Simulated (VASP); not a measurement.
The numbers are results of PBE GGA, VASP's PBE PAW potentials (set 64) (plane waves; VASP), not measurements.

A VASP calculation is set up with these files.

File POSCAR:
```
TiCo
1
    2.9900000000     0.0000000000     0.0000000000
    0.0000000000     2.9900000000     0.0000000000
    0.0000000000     0.0000000000     2.9900000000
Ti Co
1 1
Direct
  0.0000000000   0.0000000000   0.0000000000
  0.5000000000   0.5000000000   0.5000000000
```

KPOINTS:
```
Automatic mesh
0
Gamma
11 11 11
0 0 0
```

### INCAR
```
# general
SYSTEM  = TiCo
PREC    = Accurate
ENCUT   = 400
LREAL   = F
LASPH   = T

# electronic loop
EDIFF   = 1E-6
NELM    = 100
ALGO    = Normal
LMAXMIX = 4

# smearing
ISMEAR  = 1
SIGMA   = 0.1

# functional
GGA     = PE

# ions
IBRION  = 2
NSW     = 60
ISIF    = 3
EDIFFG  = -0.01

# output
LWAVE   = F
LCHARG  = F
```

POTCAR, in this order: Ti_sv Co (PBE.64 set). Program: vasp_std.

What VASP printed:

**OSZICAR**
```
       N       E                     dE             d eps       ncg     rms          rms(c)
DAV:   1     0.137760000758E+03    0.13776E+03   -0.89910E+03  1568   0.158E+03
DAV:   2    -0.982495023224E+01   -0.14758E+03   -0.14502E+03  1598   0.383E+02
DAV:   3    -0.177325806333E+02   -0.79076E+01   -0.78601E+01  2402   0.998E+01
DAV:   4    -0.179804347065E+02   -0.24785E+00   -0.24733E+00  1956   0.148E+01
DAV:   5    -0.179886057176E+02   -0.81710E-02   -0.81709E-02  2288   0.244E+00    0.129E+01
DAV:   6    -0.159642851249E+02    0.20243E+01   -0.13098E+01  1994   0.547E+01    0.592E+00
DAV:   7    -0.189166171027E+02   -0.29523E+01   -0.29984E+01  2616   0.503E+01    0.251E+01
DAV:   8    -0.156035229885E+02    0.33131E+01   -0.19498E+01  2388   0.413E+01    0.168E+00
DAV:   9    -0.156415947038E+02   -0.38072E-01   -0.29499E-01  2020   0.508E+00    0.187E+00
DAV:  10    -0.156270455956E+02    0.14549E-01   -0.81406E-02  2322   0.358E+00    0.543E-01
DAV:  11    -0.156248976684E+02    0.21479E-02   -0.59351E-03  2036   0.867E-01    0.344E-01
DAV:  12    -0.156239271375E+02    0.97053E-03   -0.33101E-03  2200   0.495E-01    0.844E-02
DAV:  13    -0.156238575621E+02    0.69575E-04   -0.23731E-04  1948   0.145E-01    0.423E-02
DAV:  14    -0.156238467033E+02    0.10859E-04   -0.58860E-05  2412   0.678E-02    0.807E-03
DAV:  15    -0.156238457885E+02    0.91476E-06   -0.89804E-06  1946   0.334E-02
   1 F= -.15623846E+02 E0= -.15623905E+02  d E =-.156238E+02
       N       E                     dE             d eps       ncg     rms          rms(c)
DAV:   1    -0.164104304042E+02   -0.78658E+00   -0.16628E+01  1664   0.627E+01    0.819E+00
DAV:   2    -0.178516857926E+02   -0.14413E+01   -0.20508E+01  2042   0.596E+01    0.140E+01
DAV:   3    -0.156522772964E+02    0.21994E+01   -0.11327E+01  2298   0.441E+01    0.289E+00
DAV:   4    -0.156047097677E+02    0.47568E-01   -0.43509E-01  2186   0.603E+00    0.561E-01
DAV:   5    -0.156137927114E+02   -0.90829E-02   -0.40508E-02  2066   0.196E+00    0.768E-01
DAV:   6    -0.156183088556E+02   -0.45161E-02   -0.17230E-02  2438   0.122E+00    0.277E-01
DAV:   7    -0.156216630496E+02   -0.33542E-02   -0.70741E-03  1978   0.553E-01    0.581E-02
DAV:   8    -0.156217540631E+02   -0.91013E-04   -0.12685E-03  1960   0.252E-01    0.548E-02
DAV:   9    -0.156217946485E+02   -0.40585E-04   -0.11919E-04  1634   0.101E-01    0.268E-02
DAV:  10    -0.156217902247E+02    0.44238E-05   -0.19381E-05  2244   0.369E-02    0.107E-02
DAV:  11    -0.156217899675E+02    0.25722E-06   -0.15279E-06  1086   0.110E-02
   2 F= -.15621790E+02 E0= -.15621967E+02  d E =0.205582E-02
       N       E                     dE             d eps       ncg     rms          rms(c)
DAV:   1    -0.158485301613E+02   -0.22674E+00   -0.46064E+00  1676   0.344E+01    0.421E+00
DAV:   2    -0.164577538021E+02   -0.60922E+00   -0.71025E+00  2236   0.308E+01    0.120E+01
DAV:   3    -0.156352714321E+02    0.82248E+00   -0.59171E+00  2326   0.247E+01    0.121E+00
DAV:   4    -0.156336974717E+02    0.15740E-02   -0.73169E-02  1702   0.222E+00    0.896E-01
DAV:   5    -0.156315492373E+02    0.21482E-02   -0.23397E-02  2336   0.120E+00    0.446E-01
DAV:   6    -0.156321543233E+02   -0.60509E-03   -0.99734E-04  1860   0.357E-01    0.400E-01
DAV:   7    -0.156324714697E+02   -0.31715E-03   -0.63656E-03  2408   0.709E-01    0.351E-02
DAV:   8    -0.156324767171E+02   -0.52474E-05   -0.26583E-04  1834   0.163E-01    0.256E-02
DAV:   9    -0.156324769020E+02   -0.18485E-06   -0.33331E-05  2388   0.565E-02    0.129E-02
DAV:  10    -0.156324770270E+02   -0.12506E-06   -0.32437E-06  1304   0.237E-02
   3 F= -.15632477E+02 E0= -.15632584E+02  d E =-.863124E-02
```

File OUTCAR:
```
------------------------ aborting loop because EDIFF is reached ----------------------------------------
  FORCE on cell =-STRESS in cart. coord.  units (eV):
  Direction    XX          YY          ZZ          XY          YZ          ZX
  --------------------------------------------------------------------------------------
  Total        0.0118668      0.0118668      0.0118668     -0.0000000      0.0000000     -0.0000000
  in kB        0.7287846      0.7287846      0.7287846     -0.0000000      0.0000000     -0.0000000
  external PRESSURE =       0.7287846 kB  Pullay stress =       0.0000000 kB
  volume of cell :       26.09
      direct lattice vectors                 reciprocal lattice vectors
     2.965842447 -0.000000000  0.000000000     0.337172327  0.000000000 -0.000000000
    -0.000000000  2.965842447  0.000000000     0.000000000  0.337172327  0.000000000
     0.000000000 -0.000000000  2.965842447    -0.000000000 -0.000000000  0.337172327
 POSITION                                       TOTAL-FORCE (eV/Angst)
 -----------------------------------------------------------------------------------
      0.00000      0.00000      0.00000         0.000000     -0.000000      0.000000
      1.48292      1.48292      1.48292        -0.000000      0.000000      0.000000
 -----------------------------------------------------------------------------------
    total drift:                               -0.000000      0.000000      0.000000
  FREE ENERGIE OF THE ION-ELECTRON SYSTEM (eV)
  ---------------------------------------------------
  free  energy   TOTEN  =       -15.6324770270 eV

  energy  without entropy=      -15.6327974415  energy(sigma->0) =      -15.63258383

 reached required accuracy - stopping structural energy minimisation
```
(Selected blocks of OUTCAR.)

**CONTCAR**
```
TiCo
   1.00000000000000
     2.9658424470243321   -0.0000000000000000    0.0000000000000000
    -0.0000000000000000    2.9658424470243321    0.0000000000000000
     0.0000000000000000   -0.0000000000000000    2.9658424470243321
  Ti              Co
     1     1
Direct
     0.0000000000000000    0.0000000000000000    0.0000000000000000
     0.5000000000000000    0.5000000000000000    0.5000000000000000
```

Energy and stress use the plane-wave basis of the starting cell.

The compound is TiCo in the CsCl type structure. This run relaxes it. Symmetry was kept, so distortions that lower it aren't found. The run is not spin-polarised, so no magnetic state was tried. The electron count is odd and the run is not spin-polarised, which forces a metal.
